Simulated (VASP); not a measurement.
Data:

```
CELL_PARAMETERS angstrom
      4.22147     0.00000     0.00000
     -2.11074     3.65590     0.00000
      0.00000     0.00000     6.81672
ATOMIC_POSITIONS crystal
  Mg 0.66667 0.33333 0.49831
  Mg 0.33333 0.66667 0.99831
  Se 0.66667 0.33333 0.87669
  Se 0.33333 0.66667 0.37669
```

Calculation: LDA (Ceperley-Alder, Perdew-Zunger), VASP's LDA PAW potentials (set 64) (plane waves; VASP 6.6.1). Numerical set-up: 300 eV cut-off, 5×5×3 Γ-centred mesh, Gaussian smearing of 0.010 eV, potentials Mg Se.

Give the stress tensor in GPa (positive for a compressed cell).

```
-1.93   0.00   0.00
 0.00  -1.93   0.00
 0.00   0.00  -1.98
```
The pressure is its mean diagonal, -1.95 GPa.

The structure comes from a computed database's MgSe entry (P6_3mc); how it stands against other phases isn't given here. The cell was not relaxed at this level.
